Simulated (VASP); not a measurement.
Here is the system:

```
CELL_PARAMETERS angstrom
      0.00000     1.99919     1.99919
      1.99919     0.00000     1.99919
      1.99919     1.99919     0.00000
ATOMIC_POSITIONS crystal
  Li 0.00000 0.00000 0.00000
  H  0.50000 0.50000 0.50000
```

Level of theory: PBE GGA, VASP's PBE PAW potentials (set 64) (plane waves; VASP). Settings: 520 eV cut-off, 10×10×10 Γ-centred mesh, Gaussian smearing of 0.050 eV, potentials Li_sv H.

**Question.** Estimate the energy per atom (σ→0), band gap (on the k-mesh) with the smallest direct gap where there is one.

**Answer.** 
```yaml
band gap (on the k-mesh): 2.97 eV
smallest direct gap (on the k-mesh): 2.97 eV
energy per atom (σ→0): -3.063 eV/atom
```

Total energies compare only between runs with the same potentials, cut-off and functional.

The compound is LiH in the rock salt structure. It was relaxed first, which changed the volume by -6 %. The start is the result of an earlier pass.
